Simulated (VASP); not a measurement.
These are PBE GGA, VASP's PBE PAW potentials (set 64) (plane waves; VASP 6.6.1) values and carry that method's errors.

Input for VASP

INCAR:
```
SYSTEM = MnS
PREC = Accurate; ENCUT = 520; LREAL = .FALSE.
LASPH = .TRUE.; ICHARG = 11
EDIFF = 1E-7; NELM = 100; ALGO = Normal
LMAXMIX = 4
ISMEAR = 0; SIGMA = 0.05
GGA = PE
MAGMOM = 4.1 -4.1 2*0.0
ISPIN = 2
LWAVE = .FALSE.; LCHARG = .FALSE.; LORBIT = 11
```

### POSCAR
```
MnS
5.1280040
  1.0000000308   0.4988105976   0.4988105976
  0.4988105976   1.0000000308   0.4988105976
  0.4988105976   0.4988105976   1.0000000308
Mn S
2 2
Cart
  0.0000000000   0.0000000000   0.0000000000
  0.9988106130   0.9988106130   0.9988106130
  0.4994053065   0.4994053065   0.4994053065
  1.4982159196   1.4982159196   1.4982159196
```

**KPOINTS**
```
k-points along high-symmetry lines
12
Line-mode
Reciprocal
  0.000000   0.000000   0.000000 ! GAMMA
  0.500000   0.500000   0.500000 ! T

  0.500000   0.500000   0.500000 ! T
  0.812500   0.187500   0.500000 ! H_2

  0.500000  -0.187500   0.187500 ! H_0
  0.500000  -0.000000  -0.000000 ! L

  0.500000  -0.000000  -0.000000 ! L
  0.000000   0.000000   0.000000 ! GAMMA

  0.000000   0.000000   0.000000 ! GAMMA
  0.343750  -0.343750   0.000000 ! S_0

  0.656250  -0.000000   0.343750 ! S_2
  0.500000   0.000000   0.500000 ! F

  0.500000   0.000000   0.500000 ! F
  0.000000   0.000000   0.000000 ! GAMMA
```

POTCAR, in this order: Mn_pv S (PBE.64 set). Program: vasp_std. Read from the step before: CHGCAR.

The run wrote:

**OUTCAR**
```
 ion  position               nearest neighbor table
   1  0.000  0.000  0.000-   4 2.57   4 2.57   4 2.57   3 2.57   3 2.57   3 2.57
   2  0.500  0.500  0.500-   3 2.57   3 2.57   3 2.57   4 2.57   4 2.57   4 2.57
   3  0.250  0.250  0.250-   1 2.57   1 2.57   1 2.57   2 2.57   2 2.57   2 2.57
   4  0.750  0.750  0.750-   2 2.57   2 2.57   2 2.57   1 2.57   1 2.57   1 2.57
  LATTYP: Found a trigonal (rhomboedric) cell.
 ALAT       =     6.2755206556
 COS(alpha) =     0.8322737660
 Subroutine PRICEL returns following result:
  LATTYP: Found a trigonal (rhomboedric) cell.
 ALAT       =     3.6260516440
 COS(alpha) =     0.4976197565
 Subroutine GETGRP returns: Found 12 space group operations
The static configuration has the point symmetry D_3d.
The dynamic configuration has the point symmetry D_3d.
The overall configuration has the point symmetry D_3d.
 Subroutine INISYM returns: Found 12 space group operations
   k-points           NKPTS =     84   k-points in BZ     NKDIM =     84   number of bands    NBANDS=     23
   number of dos      NEDOS =    301   number of ions     NIONS =      4
   total plane-waves  NPLWV = 110592
   dimension x,y,z NGX =    48 NGY =   48 NGZ =   48
   dimension x,y,z NGXF=    96 NGYF=   96 NGZF=   96
   ions per type =               2   2
   PREC   = accura    normal or accurate (medium, high low for compatibility)
   ISTART =      0    job   : 0-new  1-cont  2-samecut
...
```

OSZICAR:
```
       N       E                     dE             d eps       ncg     rms          rms(c)
DAV:   1     0.365308445948E+03    0.36531E+03   -0.22197E+04  8304   0.182E+03
DAV:   2     0.189982152179E+01   -0.36341E+03   -0.35870E+03  7982   0.482E+02
DAV:   3    -0.260026993634E+02   -0.27903E+02   -0.27265E+02 10386   0.124E+02
DAV:   4    -0.268615372264E+02   -0.85884E+00   -0.82745E+00  8197   0.211E+01
DAV:   5    -0.268857618521E+02   -0.24225E-01   -0.24219E-01  9942   0.372E+00
DAV:   6    -0.268863328994E+02   -0.57105E-03   -0.57104E-03  8808   0.598E-01
DAV:   7    -0.268863565133E+02   -0.23614E-04   -0.23613E-04 10940   0.127E-01
DAV:   8    -0.268863572213E+02   -0.70804E-06   -0.70805E-06  9036   0.176E-02
DAV:   9    -0.268863572557E+02   -0.34373E-07   -0.34338E-07  8292   0.368E-03
   1 F= -.26886357E+02 E0= -.26886357E+02  d E =-.177348E-13  mag=     0.0000
```

### OUTCAR
```



 magnetization (x)

# of ion       s       p       d       tot
------------------------------------------
    1        0.021   0.012   4.067   4.100
    2       -0.021  -0.012  -4.067  -4.100
    3        0.000   0.000   0.000   0.000
    4        0.000   0.000   0.000   0.000
--------------------------------------------------
tot         -0.000   0.000   0.000  -0.000
```
(Selected blocks of OUTCAR.)

### OUTCAR
```
 val. band max:        6.7735063523   @ k =   0.5000   0.5000   0.5000

 cond. band min:       7.4788431619   @ k =   0.5000   0.0000   0.0000



 spin component 1

 k-point     1 :       0.0000    0.0000    0.0000
  band No.  band energies     occupation
      1     -43.4079      1.00000
      2     -43.4079      1.00000
      3     -43.4078      1.00000
      4     -38.9582      1.00000
      5     -38.9582      1.00000
      6     -38.9372      1.00000
      7      -7.5746      1.00000
      8      -6.1321      1.00000
      9       0.1493      1.00000
     10       2.6103      1.00000
     11       2.6103      1.00000
     12       4.0675      1.00000
     13       4.0675      1.00000
     14       4.2628      1.00000
     15       5.3303      1.00000
     16       5.3303      1.00000
     17       5.3679      1.00000
     18       5.4789      1.00000
     19       5.4789      1.00000
     20       7.9681      0.00000
     21       7.9681      0.00000
     22       8.0956      0.00000
     23       9.5712      0.00000

 k-point     2 :       0.0455    0.0455    0.0455
  band No.  band energies     occupation
      1     -43.4079      1.00000
      2     -43.4079      1.00000
      3     -43.4078      1.00000
      4     -38.9582      1.00000
      5     -38.9582      1.00000
      6     -38.9372      1.00000
      7      -7.5690      1.00000
      8      -6.1424      1.00000
      9       0.1699      1.00000
     10       2.6139      1.00000
     11       2.6139      1.00000
     12       4.0679      1.00000
     13       4.0679      1.00000
     14       4.2533      1.00000
     15       5.2219      1.00000
     16       5.2219      1.00000
     17       5.3335      1.00000
     18       5.5896      1.00000
     19       5.5896      1.00000
     20       7.9665      0.00000
     21       7.9665      0.00000
     22       8.0945      0.00000
     23       9.5598      0.00000

...
```

The density is held fixed in this step, so its total energy and stress have no physical meaning.

The compound is MnS in the rock salt, AFM-II order structure. It was relaxed first.
